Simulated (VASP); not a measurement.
Data:

```
NiC
1.0
    2.60000     0.00000     0.00000
    0.00000     2.60000     0.00000
    0.00000     0.00000     2.60000
Ni C
1 1
Direct
  0.00000   0.00000   0.00000
  0.50000   0.50000   0.50000
```
Starting moments (μB, in the order of the record's atoms Ni C): 2.0 0.0.

All values below come from r2SCAN meta-GGA, VASP's PBE PAW potentials (set 64) (plane waves; VASP). Run with 520 eV cut-off, 13×13×13 Γ-centred mesh, first-order Methfessel-Paxton smearing of 0.10 eV, potentials Ni C.

Energy and stress use the plane-wave basis of the starting cell.

Problem. The ions, cell shape and volume are relaxed. What does this cell relax into?

Solution. 
```
NiC
1.0
    2.51219     0.00000     0.00000
    0.00000     2.51219     0.00000
    0.00000     0.00000     2.51219
Ni C
1 1
Cartesian
  2.51219   2.51219   2.51219
  1.25609   1.25609   1.25609
```
Space group Pm-3m (221), at a tolerance of 0.03 Å. The cell ends with 0.00 μB, on the sites 0.00 0.00 μB.

Problem. How do energy and volume change from the first to the last step?

Solution. The energy (σ→0) changes by -64.0 meV/atom and the volume by -9.8 %, in 5 ionic steps.

The structure was generated: NiC was put into the CsCl type type (Pm-3m), which need not be its known phase. This run relaxes it. Symmetry was kept, so distortions that lower it aren't found.
